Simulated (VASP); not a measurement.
All values below come from vdW-DF-cx, VASP's PBE PAW potentials (set 64) (plane waves; VASP).

VASP input:

### INCAR
```
PREC  =  Accurate
LREAL  =  .FALSE.
SIGMA  =  0.05
ALGO  =  Normal   # blocked Davidson
ENCUT  =  520   # plane-wave cut-off (eV)
EDIFF  =  1E-6
ISMEAR  =  0   # Gaussian
SYSTEM  =  KCl
IBRION  =  2
EDIFFG  =  -0.01
NSW  =  60
LASPH  =  .TRUE.   # aspherical one-centre terms
LUSE_VDW  =  .TRUE.
LWAVE  =  .FALSE.
GGA  =  CX
AGGAC  =  0.0
LCHARG  =  .FALSE.
ISIF  =  3
NELM  =  100   # most electronic steps
```

POSCAR:
```
KCl
1
    0.0000000000     3.1450000000     3.1450000000
    3.1450000000     0.0000000000     3.1450000000
    3.1450000000     3.1450000000     0.0000000000
K Cl
1 1
Direct
  0.0000000000   0.0000000000   0.0000000000
  0.5000000000   0.5000000000   0.5000000000
```

KPOINTS:
```
Automatic mesh
0
Gamma
7 7 7
0 0 0
```

POTCAR, in this order: K_sv Cl (PBE.64 set). Program: vasp_std.

Task: What does the run give for the energy per atom (σ→0), volume per atom, band gap (on the k-mesh)?

Result: 
| Quantity | Value |
|---|---|
| energy per atom (σ→0) | -1.480 eV/atom |
| band gap (on the k-mesh) | 5.30 eV |
| volume per atom | 31.17 Å³/atom |

### OSZICAR
```
...
   1 F= -.29604505E+01 E0= -.29604505E+01  d E =-.296045E+01
       N       E                     dE             d eps       ncg     rms          rms(c)
DAV:   1    -0.296085401227E+01   -0.40455E-03   -0.82509E-03   592   0.918E-01    0.129E-01
DAV:   2    -0.296055085797E+01    0.30315E-03   -0.74762E-04   616   0.251E-01    0.466E-02
DAV:   3    -0.296048527076E+01    0.65587E-04   -0.19778E-04   832   0.121E-01    0.363E-02
DAV:   4    -0.296048437433E+01    0.89643E-06   -0.10398E-05   940   0.189E-02    0.176E-02
DAV:   5    -0.296048353549E+01    0.83884E-06   -0.62375E-06   916   0.138E-02
   2 F= -.29604835E+01 E0= -.29604835E+01  d E =-.330844E-04
```

The compound is KCl in the rock salt structure. This run relaxes it. Symmetry was kept, so distortions that lower it aren't found.
